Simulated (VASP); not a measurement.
All values below come from HSE06 screened hybrid, VASP's PBE PAW potentials (set 64) (plane waves; VASP 6.6.1).

VASP input:

INCAR:
```
# general
SYSTEM   = In31P33
PREC     = Normal
ENCUT    = 400
LREAL    = Auto
LASPH    = .TRUE.
ISYM     = 0

# electronic loop
EDIFF    = 1E-5
NELM     = 50
NELMIN   = 4
ALGO     = Normal
LMAXMIX  = 4

# smearing
ISMEAR   = 0
SIGMA    = 0.05

# functional
GGA      = PE
LHFCALC  = .TRUE.
AEXX     = 0.25
HFSCREEN = 0.2
PRECFOCK = Fast

# ions
ISIF     = 0

# output
LWAVE    = .FALSE.
LCHARG   = .FALSE.
```

### KPOINTS
```
Automatic mesh
0
Gamma
1 1 1
0 0 0
```

**POSCAR**
```
In31P33
1
   11.9995217336     0.0000000000     0.0000000000
    0.0000000000    11.9995217336     0.0000000000
    0.0000000000     0.0000000000    11.9995217336
In P
31 33
Direct
  0.5000245557   0.9996712531   0.9996482120
  0.7503371234   0.2495741772   0.0011440416
  0.7499900391   0.0010629829   0.2498036465
  0.9998624378   0.9995231983   0.9998980452
  0.2494865841   0.2493841454   0.9986687643
  0.4997567508   0.5000607108   0.9997012062
  0.7501922849   0.7501946453   0.9990871417
  0.2494002230   0.9985623389   0.2494276488
  0.4974999326   0.2520352004   0.2520533680
  0.7474370807   0.5018967024   0.2523411684
  0.4998806515   0.9995229472   0.4999824415
  0.7476584338   0.2522416757   0.5024787781
  0.7506074248   0.9987320640   0.7504617216
  0.9997828159   0.5003173524   0.9996842595
  0.2498036013   0.7501799395   0.0007428730
  0.9986093857   0.2493945455   0.2495721488
  0.2519370888   0.4974944036   0.2519321711
  0.5021108101   0.7474478965   0.2521371416
  0.9997884511   0.0000143102   0.5001003149
  0.2521859101   0.2520708688   0.4974721985
  0.7478237258   0.7476234788   0.4976174654
  0.2499303419   0.0011041544   0.7501485217
  0.5025011591   0.2521686228   0.7476377375
  0.7476658033   0.4975449465   0.7476493679
  0.0009121265   0.7501548529   0.2497384207
  0.9998978004   0.5000681274   0.4999856220
  0.2522673951   0.7475677010   0.5022450607
  0.0011301158   0.2495212245   0.7503383707
  0.2525363607   0.5018198448   0.7473006897
  0.4980406183   0.7472845006   0.7473496517
  0.9991204973   0.7501178524   0.7501940299
  0.6238373631   0.1271364928   0.1271837747
  0.8726721287   0.3760779869   0.1272459945
  0.8723537641   0.1273586796   0.3760980712
  0.1248446461   0.1248036238   0.1249279660
  0.3749425222   0.3749404154   0.1241859850
  0.6248660232   0.6245428522   0.1245081395
  0.8746068037   0.8748641542   0.1253119836
  0.3749411855   0.1241385650   0.3749400290
  0.6108552868   0.3886008871   0.3888655451
  0.8752492006   0.6245559311   0.3748886193
  0.6249679861   0.1241374595   0.6249132695
  0.8755643318   0.3749076612   0.6248729149
  0.8749380880   0.1250439015   0.8749387956
  0.1271049913   0.6241218446   0.1269855259
  0.3760035807   0.8724851463   0.1271658398
  0.1241753896   0.3749731206   0.3749525959
  0.3886278148   0.6108741277   0.3885974582
  0.6246019790   0.8749939339   0.3749985642
  0.1273469431   0.1272191403   0.6239449915
  0.3889982528   0.3885221315   0.6107630570
  0.4998196871   0.4998099534   0.4997413139
  0.6112069386   0.6107824168   0.6108492620
  0.8726970605   0.8724261120   0.6240086018
  0.3761034680   0.1273289676   0.8724927089
  0.6249000179   0.3750178474   0.8756248283
  0.8724262045   0.6240788332   0.8724240891
  0.1271460666   0.8725373781   0.3760982194
  0.1246585524   0.6245483952   0.6248790227
  0.3752350035   0.8748921312   0.6248271491
  0.1273135960   0.3760593711   0.8725334566
  0.3750539227   0.6246390430   0.8748589932
  0.6240703090   0.8723361829   0.8724724948
  0.1253043628   0.8748806491   0.8746005106
```

POTCAR, in this order: In P (PBE.64 set). Program: vasp_gam. Read from the step before: WAVECAR.

What VASP printed:

### OUTCAR
```
 ion  position               nearest neighbor table
   1  0.500  1.000  1.000-  63 2.62  46 2.62  55 2.62  32 2.62
   2  0.750  0.250  0.001-  33 2.60  32 2.60  44 2.60  56 2.61
   3  0.750  0.001  0.250-  32 2.60  34 2.60  38 2.60  49 2.61
   4  1.000  1.000  1.000-  35 2.60  38 2.60  64 2.60  44 2.60
   5  0.249  0.249  0.999-  55 2.60  61 2.60  35 2.60  36 2.61
   6  0.500  0.500  1.000-  62 2.59  56 2.59  37 2.59  36 2.59
   7  0.750  0.750  0.999-  63 2.60  57 2.60  38 2.60  37 2.61
   8  0.249  0.999  0.249-  46 2.60  58 2.60  35 2.60  39 2.61
   9  0.497  0.252  0.252-  36 2.59  39 2.59  32 2.61  40 2.69
  10  0.747  0.502  0.252-  41 2.58  37 2.58  33 2.61  40 2.69
  11  0.500  1.000  0.500-  60 2.59  49 2.59  39 2.60  42 2.60
  12  0.748  0.252  0.502-  43 2.58  42 2.59  34 2.60  40 2.69
  13  0.751  0.999  0.750-  54 2.60  63 2.60  44 2.60  42 2.61
  14  1.000  0.500  1.000-  57 2.62  45 2.62  33 2.63  61 2.63
  15  0.250  0.750  0.001-  46 2.60  45 2.60  64 2.60  62 2.61
  16  0.999  0.249  0.250-  34 2.60  33 2.60  35 2.60  47 2.61
  17  0.252  0.497  0.252-  47 2.59  36 2.59  45 2.61  48 2.69
  18  0.502  0.747  0.252-  49 2.58  37 2.59  46 2.61  48 2.69
  19  1.000  0.000  0.500-  54 2.62  50 2.62  34 2.62  58 2.62
  20  0.252  0.252  0.497-  39 2.59  47 2.59  50 2.61  51 2.69
  21  0.748  0.748  0.498-  49 2.59  41 2.59  54 2.61  53 2.69
  22  0.250  0.001  0.750-  55 2.60  50 2.60  64 2.60  60 2.61
  23  0.503  0.252  0.748-  42 2.59  56 2.59  55 2.61  51 2.69
  24  0.748  0.498  0.748-  56 2.59  43 2.59  57 2.61  53 2.69
  25  0.001  0.750  0.250-  45 2.60  58 2.60  38 2.60  41 2.61
  26  1.000  0.500  0.500-  59 2.59  41 2.59  43 2.59  47 2.59
  27  0.252  0.748  0.502-  60 2.58  59 2.59  58 2.61  48 2.69
  28  0.001  0.250  0.750-  50 2.60  61 2.60  44 2.60  43 2.61
  29  0.253  0.502  0.747-  62 2.58  59 2.58  61 2.61  51 2.69
  30  0.498  0.747  0.747-  60 2.58  62 2.59  63 2.61  53 2.69
  31  0.999  0.750  0.750-  54 2.60  57 2.60  64 2.60  59 2.61
  32  0.624  0.127  0.127-   3 2.60   2 2.60   9 2.61   1 2.62
  33  0.873  0.376  0.127-   2 2.60  16 2.60  10 2.61  14 2.63
  34  0.872  0.127  0.376-  16 2.60   3 2.60  12 2.60  19 2.62
  35  0.125  0.125  0.125-   4 2.60   8 2.60  16 2.60   5 2.60
  36  0.375  0.375  0.124-  17 2.59   9 2.59   6 2.59   5 2.61
  37  0.625  0.625  0.125-  10 2.58  18 2.59   6 2.59   7 2.61
  38  0.875  0.875  0.125-   3 2.60   7 2.60   4 2.60  25 2.60
  39  0.375  0.124  0.375-  20 2.59   9 2.59  11 2.60   8 2.61
...
```

OSZICAR:
```
       N       E                     dE             d eps       ncg     rms          rms(c)
DAV:   1    -0.316914981930E+03   -0.31691E+03   -0.14718E+01   324   0.706E+00    0.122E+01
DAV:   2    -0.317066201189E+03   -0.15122E+00   -0.70632E-01   398   0.136E+00    0.831E+00
DAV:   3    -0.317032332166E+03    0.33869E-01   -0.30661E-02   382   0.306E-01    0.487E+00
DAV:   4    -0.317016062985E+03    0.16269E-01   -0.10018E-02   368   0.154E-01    0.271E+00
DAV:   5    -0.317010274594E+03    0.57884E-02   -0.37542E-03   376   0.876E-02    0.144E+00
DAV:   6    -0.317008187752E+03    0.20868E-02   -0.10445E-03   352   0.493E-02    0.761E-01
DAV:   7    -0.317007419288E+03    0.76846E-03   -0.29248E-04   360   0.285E-02    0.397E-01
DAV:   8    -0.317007148283E+03    0.27101E-03   -0.11173E-04   350   0.188E-02    0.201E-01
DAV:   9    -0.317007059544E+03    0.88739E-04   -0.42445E-05   296   0.118E-02    0.999E-02
DAV:  10    -0.317007032727E+03    0.26817E-04   -0.15406E-05   214   0.756E-03    0.492E-02
DAV:  11    -0.317007026004E+03    0.67226E-05   -0.75027E-06   214   0.498E-03
   1 F= -.31700703E+03 E0= -.31700703E+03  d E =-.981020E-15
```

File OUTCAR:
```
------------------------ aborting loop because EDIFF is reached ----------------------------------------
  volume of cell :     1727.79
      direct lattice vectors                 reciprocal lattice vectors
    11.999521734  0.000000000  0.000000000     0.083336655  0.000000000  0.000000000
     0.000000000 11.999521734  0.000000000     0.000000000  0.083336655  0.000000000
     0.000000000  0.000000000 11.999521734     0.000000000  0.000000000  0.083336655
  FREE ENERGIE OF THE ION-ELECTRON SYSTEM (eV)
  ---------------------------------------------------
  free  energy   TOTEN  =      -317.0070260044 eV

  energy  without entropy=     -317.0070260044  energy(sigma->0) =     -317.00702600

  exchange ACFDT corr.  =         0.00000000  see jH, gK, PRB 81, 115126
```
(Selected blocks of OUTCAR.)

### OUTCAR
```
 val. band max:        3.4239547344   @ k =   0.0000   0.0000   0.0000

 cond. band min:       4.4295431509   @ k =   0.0000   0.0000   0.0000


 Fermi energy:         3.7022973356

 k-point     1 :       0.0000    0.0000    0.0000
  band No.  band energies     occupation
      1     -11.5465      2.00000
      2      -9.2595      2.00000
      3      -8.6927      2.00000
      4      -8.6909      2.00000
      5      -8.6888      2.00000
      6      -8.5639      2.00000
      7      -8.5625      2.00000
      8      -8.3346      2.00000
      9      -8.2865      2.00000
     10      -8.2853      2.00000
     11      -8.2835      2.00000
     12      -7.9817      2.00000
     13      -7.9787      2.00000
     14      -7.9783      2.00000
     15      -7.9768      2.00000
     16      -7.9767      2.00000
     17      -7.9759      2.00000
     18      -7.9426      2.00000
     19      -7.9409      2.00000
     20      -7.8762      2.00000
     21      -7.8751      2.00000
     22      -7.8734      2.00000
     23      -7.8615      2.00000
     24      -7.4844      2.00000
     25      -7.4839      2.00000
     26      -7.4829      2.00000
     27      -7.2343      2.00000
     28      -7.2333      2.00000
     29      -7.2326      2.00000
     30      -7.2303      2.00000
     31      -7.2295      2.00000
     32      -7.2279      2.00000
     33      -5.9364      2.00000
     34      -3.1914      2.00000
     35      -3.1892      2.00000
     36      -3.1882      2.00000
     37      -3.0821      2.00000
     38      -3.0815      2.00000
     39      -3.0698      2.00000
     40      -2.9044      2.00000
     41      -2.8915      2.00000
     42      -2.8899      2.00000
     43      -2.8887      2.00000
     44      -2.8742      2.00000
     45      -2.8734      2.00000
     46      -2.4725      2.00000
     47      -2.4704      2.00000
     48      -2.4695      2.00000
     49      -2.4643      2.00000
     50      -2.1458      2.00000
     51      -2.1445      2.00000
...
```

The supercell is sampled at Γ alone, which is coarse: total energies, pressure and levels can be off, energies of defects by several tenths of an eV. Unless said otherwise, spin-orbit coupling is left out, though it shifts the bands of the heavy elements here.

The cell is a supercell with a defect, built from InP (zinc blende): P_In. The cell's shape comes from a PBE relaxation. The run is not spin-polarised, so no state with unpaired spins was tried.
